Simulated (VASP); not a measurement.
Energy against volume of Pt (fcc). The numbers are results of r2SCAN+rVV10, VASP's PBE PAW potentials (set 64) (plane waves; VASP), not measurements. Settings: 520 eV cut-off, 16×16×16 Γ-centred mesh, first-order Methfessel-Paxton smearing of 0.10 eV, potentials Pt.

```csv
V (Å³/atom),E (eV/atom)
14.756,-51.33199
15.212,-51.34521
15.669,-51.33406
16.125,-51.30287
```

Question: Fit these four points and predict the energy of the run at 14.299 Å³/atom.

Answer: A cubic in V^(−2/3), the third-order Birch-Murnaghan form, passes through the four points with V0 = 15.22 Å³/atom and B0 = 284 GPa, and gives -51.2892 eV/atom there. The run gave -51.2892 eV/atom, -0.0 meV/atom from the fit; all five points give B0 = 284 GPa.

The compound is Pt in the fcc structure. It was relaxed first.
